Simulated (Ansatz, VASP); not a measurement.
BePtC3: VASP beside Ansatz

```
Be Pt C
1.0
     3.99281    0.00000    0.00000
     0.00000    3.99281    0.00000
     0.00000    0.00000    3.99281
Be Pt C
1 1 3
Direct
  0.50000 0.50000 0.50000
  0.00000 0.00000 0.00000
  0.50000 0.00000 0.00000
  0.00000 0.50000 0.00000
  0.00000 0.00000 0.50000
```

Alike in both runs: functional PBE; k mesh 10 × 10 × 10; occupations gaussian, width 0.1 eV; no spin polarisation.

Ansatz relaxed the structure, and its values are those at the end. VASP's run is a single point on that final structure, the one shown.

|  | VASP | Ansatz |
| --- | --- | --- |
| version | VASP 6.6.1 | Ansatz 0.2.0 |
| potentials or method | VASP PAW PBE potentials, release 64 (Be, Pt, C) | scalar-relativistic, plane waves, PAW |
| plane-wave cutoff (eV) | 520 | 420 |
| valence electrons in the cell | 24 | 32 |

|  | VASP | Ansatz | Ansatz less VASP |
| --- | --- | --- | --- |
| gap on the k mesh at the Fermi level (eV) | none | none | - |
| pressure (GPa) | -0.1 | 0.0 | +0.10 |

A gap of «none» marks a metal or a gap that the smearing closes. With one functional, cell and mesh, what is left measures potentials, basis and numerics. The two sets of potentials don't hold the same shells in valence.

The runs have no spin-orbit coupling, so splittings on Pt are missing.
